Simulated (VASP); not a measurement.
The input files of a VASP run:

**KPOINTS**
```
Automatic
0
G
 18 18 18
```

INCAR:
```
! general
SYSTEM   =  W
PREC     =  Accurate
ENCUT    =  520
LREAL    =  .FALSE.
LASPH    =  .TRUE.

! electronic loop
EDIFF    =  1E-7
NELM     =  100
ALGO     =  Normal
LMAXMIX  =  6

! smearing
ISMEAR   =  -5

! functional
GGA      =  91

! ions
ISIF     =  2

! output
LWAVE    =  .FALSE.
LCHARG   =  .TRUE.
LORBIT   =  11
NEDOS    =  601
```

File POSCAR:
```
W
1
   -1.5960712744     1.5960712744     1.5960712744
    1.5960712744    -1.5960712744     1.5960712744
    1.5960712744     1.5960712744    -1.5960712744
W
1
Direct
  0.0000000000   0.0000000000   0.0000000000
```

POTCAR, in this order: W_sv (PBE.64 set). Program: vasp_std.

Translate this PW91 calculation to Quantum ESPRESSO's pw.x.

One equivalent input (not run):
```
&CONTROL
  calculation = 'scf'
  pseudo_dir = './pseudo'
  outdir = './out'
  tprnfor = .true.
  tstress = .true.
/
&SYSTEM
  ibrav = 0
  nat = 1
  ntyp = 1
  ecutwfc = 74
  occupations = 'tetrahedra'
  input_dft = 'pw91'
/
&ELECTRONS
  conv_thr = 7.3e-09
  electron_maxstep = 100
/
ATOMIC_SPECIES
  W 183.840 W.upf
CELL_PARAMETERS angstrom
    -1.5960713    1.5960713    1.5960713
     1.5960713   -1.5960713    1.5960713
     1.5960713    1.5960713   -1.5960713
ATOMIC_POSITIONS crystal
  W    0.0000000  0.0000000  0.0000000
K_POINTS automatic
  18 18 18 0 0 0
```
What does not carry over: the potentials are each code's own (VASP's PAW set, PseudoDojo norm-conserving files in pw.x), so ENCUT and ecutwfc are chosen apart and not converted; conv_thr bounds pw.x's estimated SCF error, while EDIFF bounds the energy change between steps.

The compound is W in the bcc structure. It was relaxed first.
